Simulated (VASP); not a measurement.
Output of a VASP run:

**OSZICAR**
```
       N       E                     dE             d eps       ncg     rms          rms(c)
DAV:   1     0.578977370624E+02    0.57898E+02   -0.72831E+03  1136   0.140E+03
DAV:   2    -0.310458993160E+02   -0.88944E+02   -0.82485E+02  1136   0.260E+02
DAV:   3    -0.354303413662E+02   -0.43844E+01   -0.42014E+01  1488   0.677E+01
DAV:   4    -0.355238502385E+02   -0.93509E-01   -0.93408E-01  1344   0.939E+00
DAV:   5    -0.355267845307E+02   -0.29343E-02   -0.29339E-02  1492   0.174E+00    0.164E+01
DAV:   6    -0.368049931254E+02   -0.12782E+01   -0.46448E+01  1348   0.152E+02    0.183E+01
DAV:   7    -0.316840449140E+02    0.51209E+01   -0.16412E+01  1452   0.109E+02    0.460E+00
DAV:   8    -0.317443430143E+02   -0.60298E-01   -0.14294E+00  1708   0.159E+01    0.332E+00
DAV:   9    -0.317109565687E+02    0.33386E-01   -0.32985E-01  1380   0.132E+01    0.670E-01
DAV:  10    -0.317166523133E+02   -0.56957E-02   -0.12037E-02  1252   0.109E+00    0.510E-01
DAV:  11    -0.317146889003E+02    0.19634E-02   -0.62439E-03  1488   0.164E+00    0.721E-02
DAV:  12    -0.317154122295E+02   -0.72333E-03   -0.15728E-03  1316   0.609E-01    0.474E-02
DAV:  13    -0.317156502013E+02   -0.23797E-03   -0.25874E-04  1360   0.250E-01    0.166E-02
DAV:  14    -0.317156273592E+02    0.22842E-04   -0.22398E-05  1412   0.829E-02    0.529E-03
DAV:  15    -0.317156436765E+02   -0.16317E-04   -0.20140E-06  1340   0.206E-02    0.427E-03
DAV:  16    -0.317156349903E+02    0.86862E-05   -0.11216E-06  1440   0.221E-02    0.796E-04
DAV:  17    -0.317156375783E+02   -0.25880E-05   -0.20436E-07   816   0.103E-02    0.924E-04
DAV:  18    -0.317156358297E+02    0.17486E-05   -0.81652E-08   632   0.670E-03    0.264E-04
DAV:  19    -0.317156366146E+02   -0.78486E-06   -0.72032E-09   612   0.145E-03    0.857E-05
DAV:  20    -0.317156366113E+02    0.32510E-08   -0.17449E-09   604   0.467E-04
   1 F= -.31715637E+02 E0= -.31715597E+02  d E =-.119334E-03
```

**OUTCAR**
```
------------------------ aborting loop because EDIFF is reached ----------------------------------------
  FORCE on cell =-STRESS in cart. coord.  units (eV):
  Direction    XX          YY          ZZ          XY          YZ          ZX
  --------------------------------------------------------------------------------------
  Total       -0.0117433     -0.0117433     -0.0117433     -0.0000000     -0.0000000      0.0000000
  in kB       -0.5034065     -0.5034065     -0.5034065     -0.0000000     -0.0000000      0.0000000
  external PRESSURE =      -0.5034065 kB  Pullay stress =       0.0000000 kB
  volume of cell :       37.38
      direct lattice vectors                 reciprocal lattice vectors
     0.000000000  2.653694120  2.653694120    -0.188416591  0.188416591  0.188416591
     2.653694120  0.000000000  2.653694120     0.188416591 -0.188416591  0.188416591
     2.653694120  2.653694120  0.000000000     0.188416591  0.188416591 -0.188416591
 POSITION                                       TOTAL-FORCE (eV/Angst)
 -----------------------------------------------------------------------------------
      0.00000      0.00000      0.00000        -0.000000     -0.000000      0.000000
      1.32685      1.32685      1.32685         0.000000      0.000000      0.000000
      3.98054      3.98054      3.98054        -0.000000     -0.000000     -0.000000
 -----------------------------------------------------------------------------------
    total drift:                               -0.000000     -0.000000      0.000000
  FREE ENERGIE OF THE ION-ELECTRON SYSTEM (eV)
  ---------------------------------------------------
  free  energy   TOTEN  =       -31.7156366113 eV

  energy  without entropy=      -31.7155172770  energy(sigma->0) =      -31.71559683
```
(Selected blocks of OUTCAR.)

File POSCAR:
```
CoSi2
1
    0.0000000000     2.6536941199     2.6536941199
    2.6536941199     0.0000000000     2.6536941199
    2.6536941199     2.6536941199     0.0000000000
Co Si
1 2
Direct
  0.0000000000   0.0000000000   0.0000000000
  0.2500000000   0.2500000000   0.2500000000
  0.7500000000   0.7500000000   0.7500000000
```

**Question.** Reconstruct the remaining input files.

**Answer.** One answer among several that fit: the input of the run itself, r2SCAN+rVV10, plane waves, VASP's PBE PAW potentials (set 64).

KPOINTS:
```
Regular mesh
0
gamma
  10 10 10
0 0 0
```

**INCAR**
```
# general
SYSTEM  =CoSi2
PREC    =Accurate
ENCUT   =520   # plane-wave cut-off (eV)
LREAL   =.FALSE.
LASPH   =.TRUE.   # aspherical one-centre terms

# electronic loop
EDIFF   =1E-7
NELM    =100
ALGO    =Normal   # blocked Davidson
LMAXMIX =4   # l cut-off of mixed one-centre charges
LMIXTAU =.TRUE.

# smearing
ISMEAR  =1
SIGMA   =0.1   # width (eV)

# functional
METAGGA =R2SCAN
LUSE_VDW=.TRUE.
BPARAM  =11.95
CPARAM  =0.0093

# ions
ISIF    =2   # forces and stress, cell fixed

# output
LWAVE   =.FALSE.
LCHARG  =.FALSE.
```

POTCAR, in this order: Co Si (PBE.64 set). Program: vasp_std.

The compound is CoSi2 in the fluorite structure. It was relaxed first. The run is not spin-polarised, so no magnetic state was tried. The electron count is odd and the run is not spin-polarised, which forces a metal.
